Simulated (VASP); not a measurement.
# Bi2Te2O under changes of volume

One of the cells (29.763 Å³/atom); the others are scaled copies at fixed shape and fractional positions:

```
CELL_PARAMETERS angstrom
4.25281 0.00000 0.00000
0.00000 4.25281 0.00000
0.00000 0.00000 16.45584
ATOMIC_POSITIONS crystal
Bi 0.50000 0.00000 0.57247
Bi 0.00000 0.50000 0.42753
Bi 0.00000 0.50000 0.85361
Bi 0.50000 0.00000 0.14639
Te 0.00000 0.50000 0.67622
Te 0.50000 0.00000 0.32378
Te 0.50000 0.00000 0.90917
Te 0.00000 0.50000 0.09083
O 0.50000 0.50000 0.50000
O 0.00000 0.00000 0.50000
```

The cell comes from a database or a generator and needn't be the stable form of this composition.

- Program: VASP 6.6.1
- Functional: PBE
- Potentials or basis: VASP PAW PBE potentials, release 64 (Bi_d, Te, O)
- Cutoff: 520 eV
- k mesh: 6 × 6 × 2
- Occupations: fermi-dirac, width 0.05 eV
- Spin: no spin polarisation

```tsv
volume (Å³/atom)	energy over the lowest point (meV/atom)	pressure (GPa)	gap on the mesh (eV)	largest force (eV/Å)
27.428	20.56	4.2	0.53	0.605
28.012	7.83	2.7	0.51	0.409
28.595	0.52	1.3	0.49	0.228
29.763	0.00	-1.1	0.45	0.120
30.346	5.81	-2.1	0.43	0.240
30.930	?	?	?	?
```

Task: What does the run at 30.930 Å³/atom give?

Result: Energy over the lowest point 15.11 meV/atom; pressure -3.0 GPa; gap on the mesh 0.41 eV; largest force 0.373 eV/Å.

Worked out: A Birch-Murnaghan fit of order 3 (a polynomial in V^(-2/3)) to the other rows has its minimum at 29.20 Å³/atom with B0 = V·E''(V) = 60 GPa and B' = 4.5 at fixed shape and positions, which overstates the stiffness. It gives 15.14 meV/atom at 30.930 Å³/atom, against the run's 15.11, and -dE/dV = -3.0 GPa, against -3.0. A straight line through the other rows of the gap, of slope -0.99 eV per unit of ln V, extrapolates to 0.41 eV, against the run's 0.41.

Energies are extrapolated to zero smearing.

Caveats: spin-orbit coupling is left out, which as a rule narrows the gap of such compounds by several tenths of an eV; this functional lacks dispersion, which binds the layers, so the pressure and a relaxed spacing across them are unreliable.

A mesh can miss the band edges.
